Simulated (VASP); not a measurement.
Here is a VASP 6.6.1 calculation.

File INCAR:

```
  PREC = Accurate
  ENCUT = 520
  EDIFF = 1E-6
  ISMEAR = 0
  SIGMA = 0.1
  LREAL = F
  LASPH = T
  NELM = 150
  ALGO = Normal
  ISIF = 2
  LWAVE = F
  LCHARG = F
  METAGGA = R2SCAN
  LMIXTAU = T
  KPAR = 4
```

Contents of KPOINTS:

```
regular mesh
0
Gamma
  8 8 4
```

File POSCAR:

```
Sn2Ge
1.0
    4.5026610000      0.0000000000      0.0000000000
   -2.2513300000      3.8994190000      0.0000000000
    0.0000000000      0.0000000000     11.1161400000
Sn Ge
4 2
Direct
    0.0000000000      0.0000000000      0.8714640000
    0.3333330000      0.6666670000      0.7729500000
    0.0000000000      0.0000000000      0.1285360000
    0.6666670000      0.3333330000      0.2270500000
    0.3333330000      0.6666670000      0.5304550000
    0.6666670000      0.3333330000      0.4695450000
```

Potentials or basis: VASP PAW PBE potentials, release 64 (Sn_d, Ge_d).

The run is started by

```console
$ cat potpaw_PBE.64/Sn_d/POTCAR potpaw_PBE.64/Ge_d/POTCAR > POTCAR
$ mpirun -np 4 vasp_std > vasp.out
```

(1) Predict the pressure.

(2) Estimate the largest force.

(3) Estimate the band gap on the k mesh.

## Answers

(1) -1.8 GPa.

(2) 0.112 eV/Å.

(3) none (metal or under the smearing width).

Caveat: the PAW data sets were made with another functional, which shifts forces and pressure a little.
